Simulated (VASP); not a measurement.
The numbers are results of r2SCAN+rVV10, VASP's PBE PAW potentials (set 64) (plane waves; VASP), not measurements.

Input for VASP

### INCAR
```
! general
SYSTEM  =BeCo
PREC    =Accurate
ENCUT   =400   ! plane-wave cut-off (eV)
LREAL   =F   ! projection in real space or not
LASPH   =T   ! aspherical one-centre terms

! electronic loop
EDIFF   =1E-6   ! SCF stop (eV)
NELM    =100
ALGO    =Normal   ! blocked Davidson
LMAXMIX =4
LMIXTAU =T

! smearing
ISMEAR  =1
SIGMA   =0.1   ! width (eV)

! functional
METAGGA =R2SCAN
LUSE_VDW=T
BPARAM  =11.95
CPARAM  =0.0093

! spin
ISPIN   =2
MAGMOM  =0.0 3.0

! ions
IBRION  =2   ! conjugate gradients
NSW     =60   ! most ionic steps
ISIF    =3   ! ions, shape and volume
EDIFFG  =-0.01

! output
LWAVE   =F
LCHARG  =F
LORBIT  =10
```

POSCAR:
```
BeCo
1
    2.6060000000     0.0000000000     0.0000000000
    0.0000000000     2.6060000000     0.0000000000
    0.0000000000     0.0000000000     2.6060000000
Be Co
1 1
Direct
  0.0000000000   0.0000000000   0.0000000000
  0.5000000000   0.5000000000   0.5000000000
```

### KPOINTS
```
Automatic mesh
0
Gamma
13 13 13
0 0 0
```

POTCAR, in this order: Be Co (PBE.64 set). Program: vasp_std.

The run wrote:

**OUTCAR**
```
 ion  position               nearest neighbor table
   1  0.000  0.000  0.000-   2 2.26   2 2.26   2 2.26   2 2.26   2 2.26   2 2.26   2 2.26   2 2.26
  LATTYP: Found a simple cubic cell.
 ALAT       =     2.6060000000
 Subroutine PRICEL returns:
 Original cell was already a primitive cell.
 Subroutine GETGRP returns: Found 48 space group operations
The static configuration has the point symmetry O_h .
The dynamic configuration has the point symmetry O_h .
The overall configuration has the point symmetry O_h .
 Subroutine INISYM returns: Found 48 space group operations
 Subroutine IBZKPT returns following result:
 Found     84 irreducible k-points:

 Following reciprocal coordinates:
            Coordinates               Weight
  0.000000  0.000000  0.000000      1.000000
  0.076923  0.000000  0.000000      6.000000
  0.153846  0.000000  0.000000      6.000000
  0.230769  0.000000  0.000000      6.000000
  0.307692  0.000000  0.000000      6.000000
  0.384615  0.000000  0.000000      6.000000
  0.461538  0.000000  0.000000      6.000000
  0.076923  0.076923  0.000000     12.000000
  0.153846  0.076923  0.000000     24.000000
...
```

**OSZICAR**
```
       N       E                     dE             d eps       ncg     rms          rms(c)
DAV:   1     0.204340343058E+02    0.20434E+02   -0.50181E+03  3763   0.105E+03
DAV:   2    -0.204643279964E+02   -0.40898E+02   -0.38351E+02  3774   0.173E+02
DAV:   3    -0.215103557527E+02   -0.10460E+01   -0.10320E+01  4338   0.353E+01
DAV:   4    -0.215226704965E+02   -0.12315E-01   -0.12311E-01  4520   0.341E+00
DAV:   5    -0.215231248510E+02   -0.45435E-03   -0.45434E-03  4671   0.619E-01    0.168E+01
DAV:   6    -0.213565775751E+02    0.16655E+00   -0.72554E+01  4175   0.138E+02    0.211E+01
DAV:   7    -0.176698711949E+02    0.36867E+01   -0.33236E+01  4290   0.707E+01    0.387E+00
DAV:   8    -0.177271071558E+02   -0.57236E-01   -0.30071E-01  4251   0.606E+00    0.202E+00
DAV:   9    -0.177215695543E+02    0.55376E-02   -0.44315E-02  4801   0.227E+00    0.144E+00
DAV:  10    -0.177189370766E+02    0.26325E-02   -0.35723E-02  4623   0.191E+00    0.589E-01
DAV:  11    -0.177211760017E+02   -0.22389E-02   -0.24525E-03  4160   0.662E-01    0.312E-01
DAV:  12    -0.177227512140E+02   -0.15752E-02   -0.24591E-03  4866   0.505E-01    0.325E-01
DAV:  13    -0.177232616583E+02   -0.51044E-03   -0.36853E-04  5433   0.197E-01    0.301E-01
DAV:  14    -0.177245477424E+02   -0.12861E-02   -0.40168E-03  4728   0.658E-01    0.159E-01
DAV:  15    -0.177247935478E+02   -0.24581E-03   -0.21449E-03  4702   0.483E-01    0.341E-02
DAV:  16    -0.177248149652E+02   -0.21417E-04   -0.71915E-05  4636   0.109E-01    0.303E-02
DAV:  17    -0.177248365963E+02   -0.21631E-04   -0.10122E-04  5193   0.103E-01    0.121E-02
DAV:  18    -0.177248393563E+02   -0.27600E-05   -0.43349E-05  5285   0.688E-02    0.693E-03
DAV:  19    -0.177248398067E+02   -0.45036E-06   -0.31300E-06  2334   0.231E-02
   1 F= -.17724840E+02 E0= -.17725146E+02  d E =-.177248E+02  mag=     0.4878
       N       E                     dE             d eps       ncg     rms          rms(c)
DAV:   1    -0.185420016571E+02   -0.81716E+00   -0.11362E+01  4188   0.541E+01    0.764E+00
DAV:   2    -0.185316616036E+02    0.10340E-01   -0.17557E+01  4242   0.613E+01    0.688E+00
DAV:   3    -0.177610218728E+02    0.77064E+00   -0.66583E+00  4253   0.345E+01    0.145E+00
DAV:   4    -0.177453016033E+02    0.15720E-01   -0.36493E-02  3990   0.206E+00    0.733E-01
DAV:   5    -0.177390983046E+02    0.62033E-02   -0.13568E-02  5338   0.111E+00    0.367E-01
DAV:   6    -0.177389435449E+02    0.15476E-03   -0.18731E-03  4729   0.439E-01    0.113E-01
DAV:   7    -0.177390246479E+02   -0.81103E-04   -0.16864E-04  4463   0.152E-01    0.728E-02
DAV:   8    -0.177391460456E+02   -0.12140E-03   -0.63505E-04  4870   0.271E-01    0.424E-02
DAV:   9    -0.177391937097E+02   -0.47664E-04   -0.32376E-04  5219   0.183E-01    0.236E-02
DAV:  10    -0.177392145143E+02   -0.20805E-04   -0.33277E-04  4874   0.194E-01    0.120E-02
DAV:  11    -0.177392174778E+02   -0.29635E-05   -0.12819E-05  4018   0.406E-02    0.339E-03
DAV:  12    -0.177392180065E+02   -0.52875E-06   -0.84432E-07  2028   0.140E-02
   2 F= -.17739218E+02 E0= -.17739318E+02  d E =-.143782E-01  mag=     0.3758
       N       E                     dE             d eps       ncg     rms          rms(c)
DAV:   1    -0.178543518804E+02   -0.11513E+00   -0.15615E+00  4176   0.206E+01    0.278E+00
DAV:   2    -0.178798742157E+02   -0.25522E-01   -0.29670E+00  4282   0.235E+01    0.262E+00
DAV:   3    -0.177485475045E+02    0.13133E+00   -0.85500E-01  4207   0.134E+01    0.395E-01
DAV:   4    -0.177468739730E+02    0.16735E-02   -0.37381E-03  3895   0.672E-01    0.238E-01
DAV:   5    -0.177463725809E+02    0.50139E-03   -0.14266E-03  5693   0.394E-01    0.704E-02
DAV:   6    -0.177464059173E+02   -0.33336E-04   -0.76722E-05  5127   0.100E-01    0.387E-02
DAV:   7    -0.177464398450E+02   -0.33928E-04   -0.92632E-05  4742   0.103E-01    0.273E-02
DAV:   8    -0.177464757612E+02   -0.35916E-04   -0.19542E-04  5013   0.147E-01    0.204E-02
DAV:   9    -0.177464915452E+02   -0.15784E-04   -0.76808E-05  5195   0.918E-02    0.131E-02
DAV:  10    -0.177464986115E+02   -0.70663E-05   -0.22101E-04  4718   0.159E-01    0.498E-03
DAV:  11    -0.177464998918E+02   -0.12804E-05   -0.76227E-06  3945   0.320E-02    0.134E-03
DAV:  12    -0.177464999865E+02   -0.94625E-07   -0.20251E-07  1929   0.512E-03
   3 F= -.17746500E+02 E0= -.17746640E+02  d E =-.216602E-01  mag=     0.4369
```

OUTCAR:
```
------------------------ aborting loop because EDIFF is reached ----------------------------------------
  FORCE on cell =-STRESS in cart. coord.  units (eV):
  Direction    XX          YY          ZZ          XY          YZ          ZX
  --------------------------------------------------------------------------------------
  Total        0.0023964      0.0023964      0.0023964      0.0000000      0.0000000      0.0000000
  in kB        0.2268320      0.2268320      0.2268320      0.0000000      0.0000000      0.0000000
  external PRESSURE =       0.2268320 kB  Pullay stress =       0.0000000 kB
  volume of cell :       16.93
      direct lattice vectors                 reciprocal lattice vectors
     2.567557598 -0.000000000  0.000000000     0.389475196  0.000000000  0.000000000
    -0.000000000  2.567557598 -0.000000000     0.000000000  0.389475196  0.000000000
    -0.000000000 -0.000000000  2.567557598    -0.000000000  0.000000000  0.389475196
 POSITION                                       TOTAL-FORCE (eV/Angst)
 -----------------------------------------------------------------------------------
      0.00000      0.00000      0.00000        -0.000000      0.000000      0.000000
      1.28378      1.28378      1.28378         0.000000     -0.000000      0.000000
 -----------------------------------------------------------------------------------
    total drift:                                0.000000     -0.000000      0.000000
  FREE ENERGIE OF THE ION-ELECTRON SYSTEM (eV)
  ---------------------------------------------------
  free  energy   TOTEN  =       -17.7464999865 eV

  energy  without entropy=      -17.7469188762  energy(sigma->0) =      -17.74663962

 total charge

# of ion       s       p       d       tot
------------------------------------------
    1        0.469   0.749   0.000   1.218
    2        0.516   0.634   7.432   8.582
--------------------------------------------------
tot          0.985   1.383   7.432   9.800

 magnetization (x)

# of ion       s       p       d       tot
------------------------------------------
    1       -0.009  -0.034   0.000  -0.043
    2        0.001  -0.002   0.498   0.498
--------------------------------------------------
tot         -0.008  -0.035   0.498   0.456

 reached required accuracy - stopping structural energy minimisation
```
(Selected blocks of OUTCAR.)

CONTCAR:
```
BeCo
   1.00000000000000
     2.5675575982024830   -0.0000000000000000    0.0000000000000000
    -0.0000000000000000    2.5675575982024830   -0.0000000000000000
    -0.0000000000000000   -0.0000000000000000    2.5675575982024830
  Be              Co
     1     1
Direct
     0.0000000000000000    0.0000000000000000    0.0000000000000000
     0.5000000000000000    0.5000000000000000    0.5000000000000000
```

OUTCAR:
```
 val. band max:        9.1809169841   @ k =   0.3846   0.2308   0.2308

 cond. band min:       9.2189845310   @ k =   0.3846   0.1538   0.0769


 Fermi energy:         9.1844337338

 spin component 1

 k-point     1 :       0.0000    0.0000    0.0000
  band No.  band energies     occupation
      1      -1.1665      1.00000
      2       6.0906      1.00000
      3       6.0906      1.00000
      4       8.6487      1.00000
      5       8.6487      1.00000
      6       8.6487      1.00000
      7      17.6847      0.00000
      8      17.6847      0.00000
      9      17.6847      0.00000
     10      25.1830      0.00000
     11      25.1830      0.00000

 k-point     2 :       0.0769    0.0000    0.0000
  band No.  band energies     occupation
      1      -1.0360      1.00000
      2       6.1067      1.00000
      3       6.1204      1.00000
      4       8.5634      1.00000
      5       8.5634      1.00000
      6       8.6547      1.00000
      7      16.9014      0.00000
      8      17.8966      0.00000
      9      17.8966      0.00000
     10      25.1953      0.00000
     11      26.0520      0.00000

 k-point     3 :       0.1538    0.0000    0.0000
  band No.  band energies     occupation
      1      -0.6509      1.00000
      2       6.1333      1.00000
      3       6.2028      1.00000
      4       8.3387      1.00000
      5       8.3387      1.00000
      6       8.6712      1.00000
      7      15.2508      0.00000
      8      18.5002      0.00000
      9      18.5002      0.00000
     10      25.2306      0.00000
     11      27.8557      0.00000

 k-point     4 :       0.2308    0.0000    0.0000
  band No.  band energies     occupation
      1      -0.0319      1.00000
      2       6.1028      1.00000
      3       6.3213      1.00000
      4       8.0472      1.00000
      5       8.0472      1.00000
      6       8.6944      1.00000
      7      13.5049      0.00000
...
```

Energy and stress use the plane-wave basis of the starting cell.

The structure comes from a measured BeCo entry (Pm-3m) of the Crystallography Open Database, whose conditions weren't checked. This run relaxes it. Symmetry was kept, so distortions that lower it aren't found.
